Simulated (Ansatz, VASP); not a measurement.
# BAs: VASP beside Ansatz

Aim: how closely do two programs agree when they are given the same cell, functional and k mesh? The cell is taken from a series of runs on this material, whose earlier steps may have relaxed, scaled, displaced or heated it; both programs get it as it stands.

Method: plane waves, with VASP 6.6.1 beside it; single point at PBE, in Ansatz 0.2.0.

## (1) The structure

Symmetry: F-43m, No. 216, cubic system. Conventional cell: a = 4.646 Å, b = 4.646 Å, c = 4.646 Å, α = 90.00°, β = 90.00°, γ = 90.00°. Nearest to As lie 4 B at 2.01 Å. Nearest to B lie 4 As at 2.01 Å. Farther neighbours are not listed.

## (2) Ansatz: single point, PBE

Ansatz runs on its default PAW (the set named soft_2) files.

A single point gives forces, pressure and levels at one fixed geometry, so differences don't come from the geometry; what else differs is listed under the comparison.

The input, input.yaml:

```yaml
crystal:
  lattice:
    - [0.0, 2.3230284114, 2.3230284114]
    - [2.3230284114, 0.0, 2.3230284114]
    - [2.3230284114, 2.3230284114, 0.0]
  atoms:
    - { symbol: As, position: [0.75, 0.75, 0.75] }
    - { symbol: B, position: [0.0, 0.0, 0.0] }
kpoints:
  mp_grid: { grid: [14, 14, 14] }
  band_path:
    path:
      - [[0.0, 0.0, 0.0], [-0.5, -0.5, 0.0], [-0.375, -0.375, 0.25]]
      - [[-0.375, 0.0, 0.375], [0.0, 0.0, 0.0], [0.0, 0.0, 0.5], [-0.5, -0.25, 0.25], [-0.5, -0.5, 0.0]]
    npoints: 15
scf:
  occupations: { method: fermi_dirac, width: 0.05 }
  n_extra_bands: 8
hamiltonian:
  xc: pbe
  pseudopotentials: { kind: paw }
output:
  forces: true
  stress: true
  dos:
    projected: true
    de: 0.05
    e_range: [-28, 12]
    nscf_kmesh: { grid: [24, 24, 24] }
  fatbands: true
```

The run is started by

```console
ansatz run input.yaml --threads 4 --pin off --max-ram 8192MiB --backend cpu --events-out ev --progress --plain --runs-dir out
```

Numbers of over 12 decimals in the logs are rounded to 6 here.

Output:

```text
scf.n_extra_bands = 8 over 9 filled bands (N_el = 18.0): the run solves 17 bands
Engine: ansatz 0.2.0, x86_64-unknown-linux-gnu
Pseudopotentials: kind: paw
Pseudopotential: As, paw, valence charge 15, recommended cutoff 420 eV (normal), As.paw.azcp
Pseudopotential: B, paw, valence charge 3, recommended cutoff 420 eV (normal), B.paw.azcp
Functional definition: PBE
  parameter kappa = 0.804
  parameter beta = 0.066725
  exchange = pbe_x(kappa = kappa, mu = beta*pi^2/3)
  correlation = pbe_c(beta = beta)
Crystal: 2 atoms, lattice volume = 25.072 Å³
Basis set: ecut = 420 eV, 531 PW (Γ), exchange–correlation on 48×48×48 points (8 copies of the dense FFT grid, shifted against one another)
Bands: 17, of which v1, the nominal top of the filled ones, is band 9 counted from 1 (8 counted from 0)
Symmetry: 24 space group operations
Space group: F-43m (ITA 216), of the structure as read, at distance tolerance 2.9e-5 Å
k-points: 104 of 2744 (time reversal used)
Non-local potential: As, projectors of the file, l = 0: 2, l = 1: 2, l = 2: 3, l = 3: 1
Non-local potential: B, projectors of the file, l = 0: 2, l = 1: 2, l = 2: 1
PAW form: soft (Blöchl's): semilocal exchange-correlation on the pseudo side does not see the compensation charge
PAW one-centre angular grid: As, 590 points (default); XC on 64 Gauss nodes
PAW one-centre angular grid: B, 110 points (default); XC on 64 Gauss nodes
Initial density: superposition of atomic densities (neutral atoms: chi_scale 0, normalization atom), corrected by the library's trained network
Initial wavefunctions: pseudopotential atomic-orbital guess
Functional: x = pbe(κ = 0.804, μ = 0.219515), c = pbe(β = 0.066725)
SCF iter   1: F=—  HF=-5011.973538 eV  |F-HF|=—  |Δ(HF+E_count)|=         —  Δρ=1.14e-3  dr2=2.74e-4  ethr=1.77e-3  ⟨swp⟩=5.1  Hψ=9500  notcnv=0  defer=5
preconditioner: auto → none  [insulator: Δε(μ)=1.115 eV  Ē_g=17.523 eV  σ=0.050 eV  W_gap=1.00  n_scr=8 (ndim 8)  ℏωp=21.0 eV  f_vac=0.000  D(μ)=0.00/eV (n_scr^D=0)  ε∞_Penn≈2.4]
SCF iter   2: F=—  HF=-5011.973671 eV  |F-HF|=—  |Δ(HF+E_count)|=   1.33e-4  Δρ=6.79e-4  dr2=8.90e-5  ethr=1.52e-6  ⟨swp⟩=2.0  Hψ=3319  notcnv=0  defer=146
SCF iter   3: F=—  HF=-5011.973670 eV  |F-HF|=—  |Δ(HF+E_count)|=   1.29e-6  Δρ=3.79e-4  dr2=1.81e-5  ethr=4.95e-7  ⟨swp⟩=2.1  Hψ=2354  notcnv=0  defer=146
SCF iter   4: F=—  HF=-5011.973710 eV  |F-HF|=—  |Δ(HF+E_count)|=   4.02e-5  Δρ=9.83e-5  dr2=2.90e-6  ethr=1.00e-7  ⟨swp⟩=2.0  Hψ=2381  notcnv=0  defer=146
SCF iter   5: F=—  HF=-5011.973707 eV  |F-HF|=—  |Δ(HF+E_count)|=   3.28e-6  Δρ=4.11e-5  dr2=5.46e-7  ethr=1.61e-8  ⟨swp⟩=2.0  Hψ=2315  notcnv=0  defer=146
SCF iter   6: F=-5011.973707 eV  HF=-5011.973707 eV  |F-HF|=4.51e-8  |Δ(HF+E_count)|=   2.93e-7  Δρ=1.10e-5  dr2=2.50e-8  ethr=5.56e-10  ⟨swp⟩=5.9  Hψ=8418  notcnv=0
SCF 1 converged in 6 iterations: F = -5011.973707 eV  dr2 = 2.50e-8
  greatest PAW one-centre occupation: 0.999 electrons in one spin orbital (limit 2), on the As atom at site 0 (counted from 0), in its partial waves of l = 2
NSCF: frozen V_eff on 92 k-points
NSCF: frozen V_eff on 413 k-points
SCF converged after 6 iterations
Free energy (F): -5011.973707 eV
Harris-Foulkes:  -5011.973707 eV  (|F-HF|=4.51e-8)
Internal energy: -5011.973707 eV  (E = F + TS)
E sigma→0 (E₀):  -5011.973707 eV
Entropy (-TS):   -0.000000 eV (-0.000 meV/atom)
Fermi energy:    13.042499 eV
--- Per-component energies (eV) ---
  E_band       = -189.527200
  E_kinetic    = 155.916518
  E_local      = -1620.041465  (includes V_loc(G=0)·N_el)
  E_nonlocal   = -657.609976
  E_hartree    = 912.345271
  E_xc         = -112.828773
  E_vxc        = -119.501845  (∫ρ·V_xc dr)
  E_paw        = -1915.341525  (= ΣΔE_a)
  E_vpaw       = 227.026153  (= ΣTr[D̂ρ^β])
  E_aug_tail   = 0.000004  (compensation charges beyond the density's cutoff)
  E_ewald      = -1774.413761
  E_smearing   = -0.000000  (= −TS)
  E_closure    = -0.000000  (closes the sum)
  Σ components = -5011.973707   (vs F -5011.973707, Δ=0.00e0)
--- Forces (eV/Å), atoms counted from 1 ---
  atom   1  As    -0.00000000     0.00000000    -0.00000000
  atom   2  B     -0.00000000     0.00000000     0.00000000
  max |Σ_I F_I| component: 5.31e-16 eV/Å
--- Stress (GPa, compression-positive) ---
       16.828584      -0.000000      -0.000000
        0.000000      16.828584       0.000000
        0.000000       0.000000      16.828584
  P = ⅓ Tr σ = 16.8286 GPa (168.286 kbar)
--- Band table (eV; the first three rows and the last of 104) ---
  k-point 0: bands = [... 5 lower, -3.6850, 12.5075, 12.5075, 12.5075, 15.8990, 15.8990, 15.8990, 18.2636, ... 4 higher]
  k-point 1: bands = [... 5 lower, -3.5945, 11.6775, 12.3257, 12.3257, 16.1235, 16.1372, 16.1372, 18.6400, ... 4 higher]
  k-point 2: bands = [... 5 lower, -3.3247, 10.0106, 11.9160, 11.9160, 16.2125, 16.6711, 16.6711, 19.5743, ... 4 higher]
  k-point 103: bands = [... 5 lower, 1.1368, 4.0274, 6.5770, 6.8655, 17.3838, 18.0454, 20.4217, 20.5180, ... 4 higher]
```

## (3) VASP: single point, PBE

The same cell, functional, mesh and smearing now go to VASP, with its own data sets.

Lines of VASP's logs that name or quote its potential files are left out, and so is its time.

The input, INCAR:

```
SYSTEM = BAs
PREC = Accurate
ENCUT = 500
EDIFF = 1E-06
NELM = 120
ISMEAR = -1
SIGMA = 0.05
LREAL = .FALSE.
ALGO = Normal
GGA = PE
NBANDS = 10
LORBIT = 11
LWAVE = .FALSE.
LCHARG = .FALSE.
ISIF = 2
LASPH = .TRUE.
GGA_COMPAT = .FALSE.
EFERMI = MIDGAP
```

The input, POSCAR:

```
BAs
1.0
    0.0000000000      2.3230284114      2.3230284114
    2.3230284114      0.0000000000      2.3230284114
    2.3230284114      2.3230284114      0.0000000000
As B
1 1
Direct
    0.7500000000      0.7500000000      0.7500000000
    0.0000000000      0.0000000000      0.0000000000
```

The input, KPOINTS:

```
Automatic mesh
0
Gamma
14 14 14
0 0 0
```

Potentials, in the order of the species: As and B (PBE family, release 64).

The run is started by

```console
mpirun -np 1 vasp_std
```

Output:

```text
[banner, memory and clock lines left out]
running    1 mpi-ranks, on    1 nodes
 distrk:  each k-point on    1 cores,    1 groups
 distr:  one band on    1 cores,    1 groups

 POSCAR found type information on POSCAR AsB
 POSCAR found :  2 types and       2 ions
 LDA part: xc-table for (Slater+PW92), standard interpolation
 POSCAR, INCAR and KPOINTS ok, starting setup
 FFT: planning ... GRIDC
 FFT: planning ... GRID_SOFT
 FFT: planning ... GRID
 WAVECAR not read
 entering main loop
       N       E                     dE             d eps       ncg     rms          rms(c)
DAV:   1     0.129279025565E+02    0.12928E+02   -0.38075E+03  2088   0.697E+02
DAV:   2    -0.114320618269E+02   -0.24360E+02   -0.23076E+02  2848   0.110E+02
DAV:   3    -0.120813584339E+02   -0.64930E+00   -0.64797E+00  2454   0.172E+01
DAV:   4    -0.120830117732E+02   -0.16533E-02   -0.16532E-02  2512   0.957E-01
DAV:   5    -0.120830140885E+02   -0.23153E-05   -0.23153E-05  2442   0.363E-02    0.555E+00
DAV:   6    -0.113580559452E+02    0.72496E+00   -0.19067E+00  2246   0.636E+00    0.271E+00
DAV:   7    -0.112755038920E+02    0.82552E-01   -0.27158E-01  2456   0.273E+00    0.105E+00
DAV:   8    -0.112675387483E+02    0.79651E-02   -0.22651E-02  2314   0.931E-01    0.111E-01
DAV:   9    -0.112678559148E+02   -0.31717E-03   -0.68359E-04  2410   0.175E-01    0.667E-02
DAV:  10    -0.112680101801E+02   -0.15427E-03   -0.21060E-04  2288   0.947E-02    0.145E-02
DAV:  11    -0.112680145024E+02   -0.43224E-05   -0.44475E-06  2576   0.158E-02    0.131E-02
DAV:  12    -0.112680141046E+02    0.39783E-06   -0.23373E-06  2278   0.902E-03
   1 F= -.11268014E+02 E0= -.11268014E+02  d E =-.914971E-07
```

OUTCAR, selected parts (step 3):

```text
ion  position               nearest neighbor table
   1  0.750  0.750  0.750-   2 2.01   2 2.01   2 2.01   2 2.01
   2  0.000  0.000  0.000-   1 2.01   1 2.01   1 2.01   1 2.01

  LATTYP: Found a face centered cubic cell.
 ALAT       =     4.6460568228

 Subroutine GETGRP returns: Found 24 space group operations
 (whereof 24 operations were pure point group operations)

The static configuration has the point symmetry T_d .

 Found    104 irreducible k-points:

   k-points           NKPTS =    104   k-points in BZ     NKDIM =    104   number of bands    NBANDS=     10

   dimension x,y,z NGX =    24 NGY =   24 NGZ =   24
   dimension x,y,z NGXF=    48 NGYF=   48 NGZF=   48

   ENCUT  =  500.0 eV  36.75 Ry    6.06 a.u.   5.99  5.99  5.99*2*pi/ulx,y,z

   NELECT =       8.0000    total number of electrons

 k-points in reciprocal lattice and weights: Automatic mesh
   0.00000000  0.00000000  0.00000000       0.000
   0.07142857  0.00000000  0.00000000       0.003
   0.14285714  0.00000000  0.00000000       0.003
   0.21428571  0.00000000  0.00000000       0.003
   0.28571429  0.00000000  0.00000000       0.003
   0.35714286  0.00000000  0.00000000       0.003
   0.42857143  0.00000000  0.00000000       0.003
   0.50000000  0.00000000  0.00000000       0.001
   0.07142857  0.07142857  0.00000000       0.002
[...]
-0.28571429  0.42857143  0.21428571       0.009
  -0.28571429  0.50000000  0.21428571       0.004

 average (electrostatic) potential at core
       1 -47.9013       2 -25.7206

 E-fermi :   7.6092

 k-point     1 :       0.0000    0.0000    0.0000
  band No.  band energies     occupation
      1      -9.1117      2.00000
      2       7.0796      1.99995
      3       7.0796      1.99995
      4       7.0796      1.99995
      5      10.4669      0.00000
      6      10.4669      0.00000
      7      10.4669      0.00000
      8      12.8502      0.00000
      9      17.0923      0.00000
    ...

 k-point     2 :       0.0714    0.0000    0.0000
  band No.  band energies     occupation
      1      -9.0213      2.00000
      2       6.2489      2.00000
      3       6.8974      2.00000
      4       6.8974      2.00000
      5      10.6919      0.00000
      6      10.7049      0.00000
      7      10.7049      0.00000
      8      13.2233      0.00000
      9      17.4731      0.00000
    ...

 k-point     3 :       0.1429    0.0000    0.0000
  band No.  band energies     occupation
      1      -8.7516      2.00000
      2       4.5802      2.00000
      3       6.4869      2.00000
      4       6.4869      2.00000
      5      10.7834      0.00000
      6      11.2380      0.00000
      7      11.2380      0.00000
      8      14.1495      0.00000
      9      18.3631      0.00000
    ...

  Total        2.7875766      2.7875766      2.7875766      0.0000000      0.0000000      0.0000000
  in kB      178.1327760    178.1327760    178.1327760      0.0000000      0.0000000      0.0000000
  external PRESSURE =     178.1327760 kB  Pullay stress =       0.0000000 kB

  energy-cutoff  :      500.00
  volume of cell :       25.07
      direct lattice vectors                 reciprocal lattice vectors
     0.000000000  2.323028411  2.323028411    -0.215236283  0.215236283  0.215236283
     2.323028411  0.000000000  2.323028411     0.215236283 -0.215236283  0.215236283
     2.323028411  2.323028411  0.000000000     0.215236283  0.215236283 -0.215236283

 POSITION                                       TOTAL-FORCE (eV/Angst)
 -----------------------------------------------------------------------------------
      3.48454      3.48454      3.48454        -0.000000     -0.000000     -0.000000
      0.00000      0.00000      0.00000         0.000000      0.000000      0.000000
 -----------------------------------------------------------------------------------
    total drift:                               -0.000000     -0.000000     -0.000000

  FREE ENERGIE OF THE ION-ELECTRON SYSTEM (eV)
  ---------------------------------------------------
  free  energy   TOTEN  =       -11.2680141046 eV

  energy  without entropy=      -11.2680140131  energy(sigma->0) =      -11.26801406

 total charge
# of ion       s       p       d       tot
------------------------------------------
    1        1.172   1.733   0.107   3.011
    2        0.674   1.276   0.000   1.950
--------------------------------------------------
tot          1.845   3.009   0.107   4.961

[... 3 further parts left out ...]
```

The run ends at a pressure of 17.81 GPa.

## (4) Side by side

Known differences besides the potentials themselves: the data sets hold 18 valence electrons in Ansatz (on its default PAW (the set named soft_2) files) and 8 in VASP; the cutoff is 420 eV in Ansatz and 500 eV in VASP. Total energies have different zeros and are not compared.

Compared:

| quantity | Ansatz | VASP | difference |
| --- | --- | --- | --- |
| pressure (GPa) | 16.83 | 17.81 | -0.98 |
| gap on the k mesh (eV) | 1.113 | 1.102 | +0.011 |

A gap on the mesh is an upper bound, since the band edges may lie between its points.

## (5) Outcome

| Property | Result |
| --- | --- |
| difference in gap on the k mesh (single point, PBE) | 0.011 eV |
| difference in pressure (single point, PBE) | -0.98 GPa |

What this shows: The difference in pressure is -0.98 GPa (single point, PBE), at about the 1 GPa picked in this series as the mark of a large difference. The data sets hold unlike numbers of valence electrons (18 in Ansatz and 8 in VASP), so part of the differences comes from the potentials. How closely two codes agree says nothing of how well the functional describes the real material.

[Lines on the potential files, build, host, timing and source positions are cut from VASP's logs without a mark.]

[Logs are printed without paths, hosts, clocks, repeated set-up lines and the standing remarks that a program may print on its own settings, such as how far it seeks lower states.]

[Hosts, paths, dates, database ids (printed as entryN), source tags and the programs' standing remarks are cut or masked in the printed files.]
